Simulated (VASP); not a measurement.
Input:

```
CELL_PARAMETERS angstrom
      1.73455     1.00145     5.60057
     -1.73455     1.00145     5.60057
      0.00000    -2.00289     5.60057
ATOMIC_POSITIONS crystal
  Tl 0.50000 0.50000 0.50000
  Pb 0.00000 0.00000 0.00000
```

All values below come from PBEsol GGA, VASP's PBE PAW potentials (set 64) (plane waves; VASP). Numerical set-up: 400 eV cut-off, 14×14×14 Γ-centred mesh, tetrahedra with Blöchl corrections, potentials Tl_d Pb_d.

### Question
The job: TlPb (space group R-3m), 2 atoms, PBEsol, static run, 400 eV, 14×14×14 Γ-centred mesh. Roughly how much core time does it take on a busy server core?

### Answer
About 10 core-minutes (one run on a shared machine, a rough figure). It had 288 irreducible k-points, 17 bands, up to 1080 plane waves and 13 electronic steps.

The structure comes from a computed database's TlPb entry (R-3m); how it stands against other phases isn't given here. It was relaxed first.
